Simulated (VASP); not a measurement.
## TiSi2: P into a neighbouring Ti vacancy

How hard is this move in TiSi2: P into a neighbouring Ti vacancy? Both ends are relaxed first, then a band of images between them. The start is a computed cell from the Materials Project.

Program: VASP 6.6.1. Level of theory: PBEsol; plane waves and PAW (Ti, Si), in the first sound run; inputs show where later runs differ. Results are calculated unless marked as measured.

Report form: the programs' logs are mostly left out.

### 1. The host crystal

The structure is orthorhombic, space group Cmcm (No. 63). Conventional cell: a = 3.530 Å, b = 13.519 Å, c = 3.565 Å, α = 90.00°, β = 90.00°, γ = 90.00°. Nearest to Ti lie 10 Si at 2.58 to 2.81 Å. Nearest to Si lie 4 Si at 2.51 Å and 4 Ti at 2.66 to 2.67 Å. Nearest to Si lie 2 Si at 2.38 Å and 6 Ti at 2.58 to 2.81 Å. Farther neighbours are not listed.

### 2. Relax the host

First cell and atoms are relaxed at a raised cutoff, so that later runs start from this functional's own cell.

Contents of INCAR:

```
SYSTEM = TiSi2
PREC = Accurate
ENCUT = 350
EDIFF = 1E-06
NELM = 120
ISMEAR = 0
SIGMA = 0.1
LREAL = .FALSE.
ALGO = Normal
GGA = PS
NBANDS = 18
LASPH = .TRUE.
LORBIT = 11
LWAVE = .FALSE.
LCHARG = .FALSE.
KPAR = 3
IBRION = 2
NSW = 40
ISIF = 3
EDIFFG = -0.02
POTIM = 0.4
```

Contents of POSCAR:

```
TiSi2
1.0
    1.7651050250     -6.7592815350      0.0000000000
    1.7651050250      6.7592815350      0.0000000000
    0.0000000000      0.0000000000      3.5651739700
Ti Si
2 4
Direct
    0.1031180800      0.8968819200      0.2500000000
    0.8968819200      0.1031180800      0.7500000000
    0.7503148200      0.2496851800      0.2500000000
    0.2496851800      0.7503148200      0.7500000000
    0.4417485500      0.5582514500      0.2500000000
    0.5582514500      0.4417485500      0.7500000000
```

Contents of KPOINTS:

```
Automatic mesh
0
Gamma
6 6 5
0 0 0
```

Potentials, in the order of the species: Ti and Si (PBE family, release 64).

The run is started by

```
> mpirun -np 3 vasp_std
```

Elapsed: 38 s, on 3 MPI ranks of Intel Xeon 6975P-C (Granite Rapids), shared host; peak memory 0.69 GiB; 1.9 min of CPU time.

The k-mesh is coarse for a metal. The PAW data sets were made with PBE, which is usual practice but a small mismatch for other functionals. The data set Ti keeps the semicore shell frozen, which is cheaper and a little less accurate. The run keeps the 8 symmetry operations of its start, so it cannot find a distortion of lower symmetry.

Relaxation path:

| step | energy less that of the first step (eV) | largest force (eV/Å) | pressure (GPa) | volume (Å³) |
| --- | --- | --- | --- | --- |
| 1 | 0.0000 | 0.1992 | -2.02 | 85.07 |
| 2 | -0.0114 | 0.1805 | 0.90 | 83.32 |
| 3 | -0.0117 | 0.1854 | 0.45 | 83.58 |
| 4 | -0.0162 | 0.0895 | 0.22 | 83.55 |
| 5 | -0.0173 | 0.0461 | 0.03 | 83.53 |
| 6 | -0.0173 | 0.0472 | 0.03 | 83.53 |
| 7 | -0.0178 | 0.0043 | -0.04 | 83.56 |

| conventional cell, symmetrised | before | after | change |
| --- | --- | --- | --- |
| a (Å) | 3.530 | 3.517 | -0.4 % |
| b (Å) | 13.519 | 13.335 | -1.4 % |
| c (Å) | 3.565 | 3.564 | -0.0 % |
| volume (Å³/atom) | 14.18 | 13.93 | -1.8 % |

The atoms that moved most (Å, as changes of fractional coordinates times the final cell):

| atom | dx | dy | dz | length |
| --- | --- | --- | --- | --- |
| Si6 | 0.000 | -0.024 | 0.000 | 0.024 |
| Si5 | 0.000 | 0.024 | 0.000 | 0.024 |
| Ti2 | 0.000 | -0.011 | 0.000 | 0.011 |
| Ti1 | 0.000 | 0.011 | 0.000 | 0.011 |

Final coordinates:

```cif
data_structure
_symmetry_space_group_name_H-M 'P 1'
_symmetry_Int_Tables_number 1
_cell_length_a 6.8953
_cell_length_b 6.8953
_cell_length_c 3.5637
_cell_angle_alpha 90.000
_cell_angle_beta 90.000
_cell_angle_gamma 150.449
_cell_volume 83.56
loop_
_atom_site_label
_atom_site_type_symbol
_atom_site_fract_x
_atom_site_fract_y
_atom_site_fract_z
_atom_site_occupancy
Ti1 Ti 0.10231 0.89769 0.25000 1
Ti2 Ti 0.89769 0.10231 0.75000 1
Si3 Si 0.75050 0.24950 0.25000 1
Si4 Si 0.24950 0.75050 0.75000 1
Si5 Si 0.43997 0.56003 0.25000 1
Si6 Si 0.56003 0.43997 0.75000 1
```

This step gave:

| Item | Value |
| --- | --- |
| electronic cycles | 46 |
| electrons | 24 |
| free energy (TOTEN) | -43.54 eV |
| energy at zero smearing | -43.54 eV |
| Fermi energy | 8.502 eV |
| labelled metallic, from the levels on this mesh | yes |

The run ended after 7 ionic steps, 0.018 eV below its first step, once forces and stress met EDIFFG = -0.02.

### 3. Relax the start

This step: PBEsol; plane waves and PAW (Ti, P, Si) (VASP 6.6.1).

System of this step: Ti6Si16P. The cell holds 23 atoms: 6 Ti, 1 P and 16 Si. Cell: a = 7.762 Å, b = 7.762 Å, c = 7.034 Å, α = 76.9°, β = 76.9°, γ = 118.4°. It derives from TiSi2. Nearest the centre at fractional (0.750, 0.750, 0.125): P7 at 1.63 Å, Si19 at 2.10 Å, Si22 at 2.10 Å, Si23 at 2.10 Å, Si18 at 2.12 Å, Ti3 at 3.00 Å, Ti5 at 3.01 Å, Si16 at 3.29 Å.

A path needs two true minima; the start is relaxed with symmetry off.

Contents of INCAR:

```
SYSTEM = Ti6Si16P
PREC = Normal
ENCUT = 280
EDIFF = 1E-05
NELM = 120
ISMEAR = 1
SIGMA = 0.15
LREAL = Auto
ALGO = Fast
GGA = PS
NBANDS = 69
LASPH = .TRUE.
LORBIT = 11
LWAVE = .FALSE.
LCHARG = .FALSE.
KPAR = 3
IBRION = 2
NSW = 60
ISIF = 2
EDIFFG = -0.05
POTIM = 0.4
MAXMIX = 40
ISYM = 0
```

Contents of POSCAR:

```
Ti6Si16P
1.0
    1.7584946145      6.6672545977      3.5636577142
    1.7584946145     -6.6672545977      3.5636577142
    7.0339784580      0.0000000000      0.0000000000
Ti P Si
6 1 16
Direct
    0.5248476997      0.7270067830      0.6880189931
    0.0252986280      0.2272065204      0.4331683924
    0.0245827687      0.2274632886      0.9354617445
    0.9788886242      0.7741796446      0.5625692518
    0.4757146391      0.2715796055      0.3110824487
    0.4765507736      0.2718078974      0.8146130563
    0.9769489537      0.7730967420      0.0602653436
    0.8792661264      0.3763838231      0.1853038795
    0.8711765281      0.3778426140      0.6800364548
    0.3754304916      0.8757891650      0.4359946545
    0.3717727435      0.8761080574      0.9440515377
    0.6283303677      0.1253908840      0.0673779835
    0.6234978019      0.1274420456      0.5608035427
    0.1217417010      0.6244238866      0.3137685673
    0.1238070145      0.6256414737      0.8124330332
    0.1836626576      0.0634959267      0.1884818448
    0.1872669576      0.0645337109      0.6887380612
    0.6847202788      0.5624655339      0.4358770392
    0.6859885430      0.5691436401      0.9387167077
    0.3122162160      0.4360221139      0.0628833703
    0.3126230365      0.4318647162      0.5640318930
    0.8139596109      0.9334208917      0.3100062351
    0.8114825165      0.9292641405      0.8154829585
```

Contents of KPOINTS:

```
Automatic mesh
0
Gamma
3 3 3
0 0 0
```

PAW data sets: Ti, P and Si (PBE family, release 64).

The run is started by

```
> mpirun -np 3 vasp_std
```

Wall time 3.5 min (3 MPI ranks); peak memory 0.71 GiB; 10 min of CPU time.

This run has no spin polarisation. Its electron count is odd, so without a moment it is a metal by construction.

The steps of the relaxation:

| step | energy less that of the first step (eV) | largest force (eV/Å) |
| --- | --- | --- |
| 1 | 0.0000 | 1.1289 |
| 2 | -0.2322 | 0.7235 |
| 3 | -0.3684 | 0.8031 |
| 4 | -0.5113 | 0.6349 |
| 5 | -0.5611 | 0.6584 |
| 6 | -0.6449 | 0.7932 |
| 7 | -0.7204 | 0.9081 |
| 8 | -0.7809 | 0.9672 |
| 9 | -0.8934 | 0.9721 |
| 10 | -1.0257 | 0.8675 |
| 11 | -1.1650 | 0.5711 |
| 12 | -1.2760 | 0.4779 |
| 13 | -1.3136 | 0.4384 |
| 14 | -1.3760 | 0.3022 |
| 15 | -1.3874 | 0.3006 |
| 16 | -1.4168 | 0.2245 |
| 17 | -1.4182 | 0.2046 |
| 18 | -1.4301 | 0.0997 |
| 19 | -1.4309 | 0.1017 |
| 20 | -1.4349 | 0.0633 |
| 21 | -1.4351 | 0.0660 |
| 22 | -1.4366 | 0.0490 |

The atoms that moved most (Å):

| atom | dx | dy | dz | length |
| --- | --- | --- | --- | --- |
| P7 | 0.010 | -0.807 | -0.016 | 0.808 |
| Si23 | 0.035 | -0.290 | -0.080 | 0.303 |
| Si22 | 0.005 | -0.227 | -0.085 | 0.242 |
| Si20 | 0.104 | 0.132 | 0.064 | 0.180 |
| Si21 | -0.126 | 0.060 | 0.083 | 0.162 |
| Si19 | 0.068 | 0.116 | 0.075 | 0.154 |
| Si14 | -0.017 | 0.141 | 0.032 | 0.145 |
| Si18 | -0.077 | 0.090 | 0.084 | 0.145 |

The relaxed structure:

```xyz
23
Lattice="1.7585 6.6673 3.5637 1.7585 -6.6673 3.5637 7.0340 0.0000 0.0000" Properties=species:S:1:pos:R:3 pbc="T T T"
Ti    7.0404   -1.3160    4.3934
Ti    3.5143   -1.2824    0.8828
Ti    7.0340   -1.2945    0.9139
Ti    7.0212    1.4351    6.2408
Ti    3.4987    1.4445    2.6284
Ti    7.0449    1.4305    2.7084
P     3.5110    0.5517    6.2203
Si    3.5210    3.2771    4.4888
Si    7.0171    3.3819    4.4880
Si    5.2642   -3.2388    4.4474
Si    8.8190   -3.3497    4.4407
Si    1.7604    3.4644    2.6674
Si    5.2807    3.3716    2.6633
Si    3.5024   -3.2107    2.6909
Si    7.0376   -3.3282    2.6666
Si    1.7042    0.8500    0.8439
Si    5.3221    0.8616    0.8502
Si    5.1820    0.9052    4.5281
Si    8.8785    0.8951    4.5477
Si    1.8620   -0.6936    2.7302
Si    5.1503   -0.7355    2.7357
Si    5.2582   -1.0230    6.1424
Si    8.8318   -1.0749    6.1230
```

This step gave:

- electronic cycles: 181
- electrons: 93
- free energy (TOTEN): -156.3683 eV
- energy at zero smearing: -156.3708 eV
- Fermi energy: 8.14 eV

The run ended after 22 ionic steps, 1.437 eV below its first step, once the forces on the free atoms met EDIFFG = -0.05.

P moved by 0.81 Å, so this state is no longer the site that was set up, and the path will join the minima actually found.

### 4. Relax the end

The end state is relaxed in the same way, so that both ends share their errors.

INCAR is that of step 3.

Contents of POSCAR:

```
Ti6Si16P
1.0
    1.7584946145      6.6672545977      3.5636577142
    1.7584946145     -6.6672545977      3.5636577142
    7.0339784580      0.0000000000      0.0000000000
Ti P Si
6 1 16
Direct
    0.5236900565      0.7246401600      0.6886407581
    0.0245276037      0.2268947917      0.4348389787
    0.0180122233      0.2236714995      0.9421263705
    0.9788188175      0.7755324636      0.5610993816
    0.4715120482      0.2717804441      0.3147274412
    0.4765348273      0.2698719917      0.8159112089
    0.5246708332      0.7279579509      0.1868398219
    0.8746188233      0.3748489800      0.1901245046
    0.8697675668      0.3676001635      0.6899220741
    0.3705500431      0.8714505974      0.4391055955
    0.3759435029      0.8788967195      0.9372362470
    0.6299236182      0.1269167897      0.0604327969
    0.6199369690      0.1215643549      0.5657134684
    0.1234006634      0.6227349647      0.3184515621
    0.1276038824      0.6271785200      0.8117145715
    0.1830454272      0.0629442005      0.1885990625
    0.1853478836      0.0683892286      0.6879008642
    0.6758226637      0.5603363368      0.4452933240
    0.6860427996      0.5583397986      0.9406583471
    0.3134942311      0.4317874617      0.0601234222
    0.3159407331      0.4370449750      0.5603147699
    0.8148914257      0.9341178323      0.3115952726
    0.8118233903      0.9328427660      0.8114317729
```

KPOINTS is that of step 3.

The run is started by

```
> mpirun -np 3 vasp_std
```

The job ended after 6.5 min (3 MPI ranks; peak memory 0.71 GiB; 17 min of CPU time).

The steps of the relaxation (22 of 26):

| step | energy less that of the first step (eV) | largest force (eV/Å) |
| --- | --- | --- |
| 1 | 0.0000 | 1.3001 |
| 2 | -0.2873 | 0.8152 |
| 3 | -0.4322 | 0.6272 |
| 5 | -0.6505 | 0.7174 |
| 6 | -0.7533 | 0.7748 |
| 7 | -0.8024 | 0.7111 |
| 8 | -0.8959 | 0.5993 |
| 9 | -0.9551 | 0.4706 |
| 11 | -1.1002 | 0.5717 |
| 12 | -1.1704 | 0.4957 |
| 13 | -1.1837 | 0.6244 |
| 14 | -1.2485 | 0.5481 |
| 15 | -1.2686 | 0.5944 |
| 16 | -1.3213 | 0.5173 |
| 18 | -1.4092 | 0.3747 |
| 19 | -1.4384 | 0.3893 |
| 20 | -1.4748 | 0.1842 |
| 21 | -1.4813 | 0.2528 |
| 22 | -1.4952 | 0.1136 |
| 24 | -1.5012 | 0.0527 |
| 25 | -1.5017 | 0.0617 |
| 26 | -1.5036 | 0.0333 |

The atoms that moved most (Å):

| atom | dx | dy | dz | length |
| --- | --- | --- | --- | --- |
| P7 | -0.010 | 0.798 | -0.009 | 0.798 |
| Si18 | -0.056 | 0.261 | 0.141 | 0.302 |
| Si19 | 0.020 | 0.200 | 0.108 | 0.228 |
| Si22 | -0.084 | -0.122 | -0.101 | 0.179 |
| Si16 | -0.103 | -0.107 | -0.065 | 0.162 |
| Si17 | 0.120 | -0.042 | -0.080 | 0.151 |
| Si23 | 0.109 | -0.079 | -0.062 | 0.148 |
| Si8 | -0.018 | -0.132 | 0.000 | 0.133 |

The relaxed structure:

```xyz
23
Lattice="1.7585 6.6673 3.5637 1.7585 -6.6673 3.5637 7.0340 0.0000 0.0000" Properties=species:S:1:pos:R:3 pbc="T T T"
Ti    7.0473   -1.4346    4.4429
Ti    3.5078   -1.4316    0.8466
Ti    7.0522   -1.4449    0.9265
Ti    7.0351    1.3177    6.2864
Ti    3.5201    1.2941    2.6389
Ti    7.0468    1.2826    2.6701
P     3.5070   -0.5575    4.4551
Si    3.5166    3.2000    4.4522
Si    7.0276    3.2955    4.4580
Si    5.2735   -3.3343    4.4518
Si    8.8102   -3.4529    4.4295
Si    1.7540    3.3959    2.6281
Si    5.2940    3.2811    2.6328
Si    3.4887   -3.3305    2.6762
Si    7.0484   -3.4256    2.6736
Si    1.6563    0.6936    0.8114
Si    5.4052    0.7380    0.8238
Si    5.2497    1.0310    4.5459
Si    8.8249    1.0511    4.5423
Si    1.8103   -0.8383    2.7066
Si    5.2300   -0.8708    2.7032
Si    5.1830   -0.9168    6.1321
Si    8.8842   -0.8858    6.1551
```

This step gave:

| Item | Value |
| --- | --- |
| electronic cycles | 211 |
| free energy (TOTEN) | -156.3666 eV |
| energy at zero smearing | -156.3691 eV |
| Fermi energy | 8.141 eV |

The run ended after 26 ionic steps, 1.504 eV below its first step, once the forces on the free atoms met EDIFFG = -0.05.

(Part 1 of 2 ends here.)

[Lines on the potential files, build, host, timing and source positions are cut from VASP's logs without a mark.]

[Logs are printed without paths, hosts, clocks, repeated set-up lines and the standing remarks that a program may print on its own settings, such as how far it seeks lower states.]

[Hosts, paths, dates, database ids (printed as entryN), source tags and the programs' standing remarks are cut or masked in the printed files.]

[Runs that stopped without an error message from VASP are left out.]
